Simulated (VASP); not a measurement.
Output of a VASP run:

### OSZICAR
```
...
DAV:  13    -0.521743067059E+01    0.27630E-06   -0.27687E-06   829   0.122E-02
   1 F= 0.20590190E+01 E0= 0.20590190E+01  d E =0.205902E+01
       N       E                     dE             d eps       ncg     rms          rms(c)
DAV:   1    -0.186592373448E+02   -0.13442E+02   -0.24738E+02   879   0.208E+02    0.387E+01
DAV:   2    -0.371739160825E+01    0.14942E+02   -0.70727E+01   804   0.143E+02    0.919E+00
DAV:   3    -0.309543487268E+01    0.62196E+00   -0.42093E+00   759   0.274E+01    0.464E+00
DAV:   4    -0.288310828586E+01    0.21233E+00   -0.52546E-01   829   0.388E+00    0.340E+00
DAV:   5    -0.287918828680E+01    0.39200E-02   -0.21786E-02   842   0.218E+00    0.174E+00
DAV:   6    -0.287596177283E+01    0.32265E-02   -0.23846E-02   849   0.115E+00    0.240E-01
DAV:   7    -0.287596361540E+01   -0.18426E-05   -0.61238E-04   792   0.172E-01    0.128E-01
DAV:   8    -0.287602698600E+01   -0.63371E-04   -0.53071E-05   937   0.818E-02    0.276E-02
DAV:   9    -0.287602667958E+01    0.30642E-06   -0.71392E-06   839   0.415E-02
   2 F= 0.26321359E+01 E0= 0.26321359E+01  d E =0.573117E+00
       N       E                     dE             d eps       ncg     rms          rms(c)
DAV:   1    -0.100291591591E+02   -0.71531E+01   -0.11330E+02   819   0.167E+02    0.265E+01
DAV:   2    -0.553465662178E+01    0.44945E+01   -0.10942E+01   779   0.585E+01    0.110E+01
DAV:   3    -0.495703469055E+01    0.57762E+00   -0.87015E-01   864   0.138E+01    0.956E+00
DAV:   4    -0.476788598926E+01    0.18915E+00   -0.24818E-01   789   0.449E+00    0.262E+00
DAV:   5    -0.476136409868E+01    0.65219E-02   -0.13935E-02   824   0.110E+00    0.650E-01
DAV:   6    -0.476126234059E+01    0.10176E-03   -0.24156E-03   830   0.686E-01    0.197E-01
DAV:   7    -0.476126806542E+01   -0.57248E-05   -0.65958E-04   834   0.387E-01    0.925E-02
DAV:   8    -0.476128812786E+01   -0.20062E-04   -0.83383E-05   859   0.121E-01    0.251E-02
DAV:   9    -0.476128323694E+01    0.48909E-05   -0.20643E-05   819   0.742E-02    0.173E-02
DAV:  10    -0.476128273795E+01    0.49899E-06   -0.10987E-06   542   0.112E-02
   3 F= 0.18754859E+01 E0= 0.18754859E+01  d E =-.183533E+00
       N       E                     dE             d eps       ncg     rms          rms(c)
DAV:   1    -0.473627544037E+01    0.25008E-01   -0.62767E-02   859   0.363E+00    0.408E-01
DAV:   2    -0.473335420646E+01    0.29212E-02   -0.78349E-03   859   0.161E+00    0.156E-01
DAV:   3    -0.473308082229E+01    0.27338E-03   -0.63494E-04   809   0.307E-01    0.126E-01
DAV:   4    -0.473303744690E+01    0.43375E-04   -0.11074E-04   814   0.102E-01    0.162E-02
DAV:   5    -0.473303594619E+01    0.15007E-05   -0.11025E-05   814   0.526E-02    0.151E-02
DAV:   6    -0.473303652715E+01   -0.58096E-06   -0.25412E-06   724   0.169E-02
   4 F= 0.18749039E+01 E0= 0.18749039E+01  d E =-.184115E+00
       N       E                     dE             d eps       ncg     rms          rms(c)
DAV:   1    -0.472076485251E+01    0.12271E-01   -0.12585E-02   864   0.163E+00    0.185E-01
DAV:   2    -0.472017278325E+01    0.59207E-03   -0.15771E-03   859   0.724E-01    0.706E-02
DAV:   3    -0.472011807508E+01    0.54708E-04   -0.12904E-04   809   0.139E-01    0.570E-02
DAV:   4    -0.472011078397E+01    0.72911E-05   -0.22508E-05   824   0.459E-02    0.741E-03
DAV:   5    -0.472011066170E+01    0.12227E-06   -0.21788E-06   579   0.238E-02
   5 F= 0.18748952E+01 E0= 0.18748952E+01  d E =-.184124E+00
```

### OUTCAR
```
------------------------ aborting loop because EDIFF is reached ----------------------------------------
  FORCE on cell =-STRESS in cart. coord.  units (eV):
  Direction    XX          YY          ZZ          XY          YZ          ZX
  --------------------------------------------------------------------------------------
  Total        6.6319883      6.6319883      6.6319883     -0.0000000      0.0000000     -0.0000000
  in kB      201.1215281    201.1215281    201.1215281     -0.0000000      0.0000000     -0.0000000
  external PRESSURE =       1.1215281 kB  Pullay stress =     200.0000000 kB
  volume of cell :       52.83
      direct lattice vectors                 reciprocal lattice vectors
     0.000000000  2.978209597  2.978209597    -0.167886102  0.167886102  0.167886102
     2.978209597  0.000000000  2.978209597     0.167886102 -0.167886102  0.167886102
     2.978209597  2.978209597  0.000000000     0.167886102  0.167886102 -0.167886102
  FREE ENERGIE OF THE ION-ELECTRON SYSTEM (eV)
  ---------------------------------------------------
  free  energy   TOTEN  =        -4.7201106617 eV

  energy  without entropy=       -4.7201106617  energy(sigma->0) =       -4.72011066
  enthalpy is  TOTEN    =         1.8748951883 eV   P V=        6.5950058500

 reached required accuracy - stopping structural energy minimisation
```
(Selected blocks of OUTCAR.)

POSCAR:
```
CdTe
1
    0.0000000000     3.0774431546     3.0774431546
    3.0774431546     0.0000000000     3.0774431546
    3.0774431546     3.0774431546     0.0000000000
Cd Te
1 1
Direct
  0.0000000000   0.0000000000   0.0000000000
  0.2500000000   0.2500000000   0.2500000000
```

Problem. Write an INCAR and KPOINTS that could have produced this output.

Solution. This is not unique; one that fits is the input of the run itself, PBEsol GGA, plane waves, VASP's PBE PAW potentials (set 64).

**INCAR**
```
SYSTEM=CdTe
PREC=Accurate; ENCUT=500; LREAL=F
LASPH=T
EDIFF=1E-6; NELM=100; ALGO=Normal
LMAXMIX=4
ISMEAR=0; SIGMA=0.05
GGA=PS
IBRION=2; NSW=40; ISIF=3
EDIFFG=-0.02; PSTRESS=200
LWAVE=F; LCHARG=F
```

**KPOINTS**
```
Automatic
0
G
 8 8 8
0 0 0
```

POTCAR, in this order: Cd Te (PBE.64 set). Program: vasp_std.

Energy and stress use the plane-wave basis of the starting cell.

The compound is CdTe in the zinc blende structure. This run relaxes it under an external pressure of 20 GPa. Symmetry was kept, so distortions that lower it aren't found.
